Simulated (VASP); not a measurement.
OSZICAR of a VASP run on CoSi (B20):

**OSZICAR**
```
       N       E                     dE             d eps       ncg     rms          rms(c)
DAV:   1     0.353131565054E+03    0.35313E+03   -0.22018E+04  1488   0.189E+03
DAV:   2    -0.277583425819E+02   -0.38089E+03   -0.37164E+03  1488   0.405E+02
DAV:   3    -0.590045820156E+02   -0.31246E+02   -0.30455E+02  1771   0.137E+02
DAV:   4    -0.605315467538E+02   -0.15270E+01   -0.15142E+01  1963   0.282E+01
DAV:   5    -0.605823224175E+02   -0.50776E-01   -0.50757E-01  2031   0.470E+00    0.289E+01
DAV:   6    -0.657161908077E+02   -0.51339E+01   -0.17693E+02  2129   0.153E+02    0.257E+01
DAV:   7    -0.546064453237E+02    0.11110E+02   -0.67430E+01  2063   0.109E+02    0.828E+00
DAV:   8    -0.547385750472E+02   -0.13213E+00   -0.39420E+00  1790   0.121E+01    0.297E+00
DAV:   9    -0.546464848539E+02    0.92090E-01   -0.33085E-01  2345   0.654E+00    0.117E+00
DAV:  10    -0.546405656390E+02    0.59192E-02   -0.21314E-02  2310   0.104E+00    0.288E-01
DAV:  11    -0.546397661777E+02    0.79946E-03   -0.27285E-03  2400   0.501E-01    0.956E-02
DAV:  12    -0.546397315588E+02    0.34619E-04   -0.25127E-04  1935   0.176E-01    0.295E-02
DAV:  13    -0.546397288932E+02    0.26656E-05   -0.61180E-05  2392   0.497E-02    0.330E-02
DAV:  14    -0.546397261427E+02    0.27505E-05   -0.91060E-06  1772   0.215E-02    0.827E-03
DAV:  15    -0.546397268062E+02   -0.66352E-06   -0.19751E-06  1234   0.151E-02
   1 F= -.44229954E+02 E0= -.44230207E+02  d E =-.442300E+02
       N       E                     dE             d eps       ncg     rms          rms(c)
DAV:   1    -0.583734931027E+02   -0.37338E+01   -0.82846E+01  1516   0.114E+02    0.215E+01
DAV:   2    -0.591196827107E+02   -0.74619E+00   -0.98627E+01  1986   0.124E+02    0.163E+01
DAV:   3    -0.536069017991E+02    0.55128E+01   -0.35549E+01  1994   0.816E+01    0.461E+00
DAV:   4    -0.535559407804E+02    0.50961E-01   -0.18343E+00  1749   0.102E+01    0.233E+00
DAV:   5    -0.534971430347E+02    0.58798E-01   -0.14084E-01  2318   0.408E+00    0.118E+00
DAV:   6    -0.534825251624E+02    0.14618E-01   -0.28689E-02  2352   0.142E+00    0.302E-01
DAV:   7    -0.534823665223E+02    0.15864E-03   -0.25506E-03  1708   0.560E-01    0.160E-01
DAV:   8    -0.534822811691E+02    0.85353E-04   -0.45037E-04  1810   0.105E-01    0.674E-02
DAV:   9    -0.534823045096E+02   -0.23340E-04   -0.29359E-04  2351   0.179E-01    0.837E-02
DAV:  10    -0.534822747623E+02    0.29747E-04   -0.15660E-04  2344   0.125E-01    0.694E-03
DAV:  11    -0.534822746196E+02    0.14269E-06   -0.47615E-06  1648   0.189E-02
   2 F= -.44014954E+02 E0= -.44014922E+02  d E =0.215000E+00
       N       E                     dE             d eps       ncg     rms          rms(c)
DAV:   1    -0.565480114264E+02   -0.30657E+01   -0.35845E+01  1525   0.778E+01    0.130E+01
DAV:   2    -0.577053842187E+02   -0.11574E+01   -0.52968E+01  2136   0.921E+01    0.133E+01
DAV:   3    -0.544501534892E+02    0.32552E+01   -0.20740E+01  2135   0.543E+01    0.301E+00
DAV:   4    -0.544217659633E+02    0.28388E-01   -0.35947E-01  1611   0.453E+00    0.185E+00
DAV:   5    -0.543867036790E+02    0.35062E-01   -0.97962E-02  2348   0.361E+00    0.261E-01
DAV:   6    -0.543861602368E+02    0.54344E-03   -0.39983E-03  1742   0.544E-01    0.114E-01
DAV:   7    -0.543861800780E+02   -0.19841E-04   -0.16473E-04  2075   0.823E-02    0.538E-02
DAV:   8    -0.543861913601E+02   -0.11282E-04   -0.11050E-05  1676   0.232E-02    0.884E-03
DAV:   9    -0.543861898023E+02    0.15578E-05   -0.62834E-06  1721   0.287E-02    0.320E-03
DAV:  10    -0.543861898160E+02   -0.13755E-07   -0.84594E-07  1087   0.602E-03
   3 F= -.44319089E+02 E0= -.44319222E+02  d E =-.891347E-01
       N       E                     dE             d eps       ncg     rms          rms(c)
DAV:   1    -0.543796962476E+02    0.64936E-02   -0.42766E-03  1567   0.833E-01    0.146E-01
DAV:   2    -0.543798246415E+02   -0.12839E-03   -0.60332E-03  2103   0.974E-01    0.139E-01
DAV:   3    -0.543794495241E+02    0.37512E-03   -0.23324E-03  2064   0.614E-01    0.297E-02
DAV:   4    -0.543794453021E+02    0.42220E-05   -0.63711E-05  1607   0.577E-02    0.927E-03
DAV:   5    -0.543794437216E+02    0.15805E-05   -0.40845E-06  1548   0.201E-02    0.500E-03
DAV:   6    -0.543794435780E+02    0.14356E-06   -0.11265E-06   877   0.786E-03
   4 F= -.44319118E+02 E0= -.44319250E+02  d E =-.891641E-01
       N       E                     dE             d eps       ncg     rms          rms(c)
DAV:   1    -0.543779077310E+02    0.15360E-02   -0.15806E-01  1488   0.218E+00    0.565E-02
DAV:   2    -0.543780849101E+02   -0.17718E-03   -0.23291E-03  2176   0.448E-01    0.417E-02
DAV:   3    -0.543780702433E+02    0.14667E-04   -0.47605E-05  1911   0.770E-02    0.255E-02
DAV:   4    -0.543780638554E+02    0.63879E-05   -0.70768E-05  2351   0.982E-02    0.201E-02
DAV:   5    -0.543780575576E+02    0.62978E-05   -0.35510E-05  2173   0.748E-02    0.236E-03
DAV:   6    -0.543780576450E+02   -0.87362E-07   -0.66918E-07   940   0.815E-03
   5 F= -.44319975E+02 E0= -.44320103E+02  d E =-.857147E-03
       N       E                     dE             d eps       ncg     rms          rms(c)
DAV:   1    -0.543761133338E+02    0.19442E-02   -0.13551E-01  1488   0.202E+00    0.520E-02
DAV:   2    -0.543762659188E+02   -0.15258E-03   -0.19971E-03  2183   0.415E-01    0.386E-02
DAV:   3    -0.543762532125E+02    0.12706E-04   -0.38307E-05  1926   0.676E-02    0.232E-02
DAV:   4    -0.543762471615E+02    0.60510E-05   -0.52262E-05  2351   0.829E-02    0.171E-02
DAV:   5    -0.543762426404E+02    0.45211E-05   -0.26513E-05  2154   0.646E-02    0.222E-03
DAV:   6    -0.543762427026E+02   -0.62191E-07   -0.53422E-07   947   0.809E-03
   6 F= -.44320237E+02 E0= -.44320361E+02  d E =-.111880E-02
```

Question: Which electronic solver shows in the log?

Answer: It is blocked Davidson (ALGO = Normal, or the opening steps of other solvers). The INCAR had ALGO = Normal.

Question: How was spin treated?

Answer: Without spin polarisation: there is no mag entry.

Question: Can the final energy be trusted as converged?

Answer: Self-consistency was reached. It stopped with EDIFF = 1E-6, NELM = 100, NSW = 40 and EDIFFG = -0.02 after 6 ionic steps (PBE GGA, plane waves, VASP's PBE PAW potentials (set 64)). Energy and stress use the plane-wave basis of the starting cell.

The compound is CoSi in the B20 structure. This run relaxes it under an external pressure of 20 GPa. Symmetry was kept, so distortions that lower it aren't found. The run is not spin-polarised, so no magnetic state was tried.
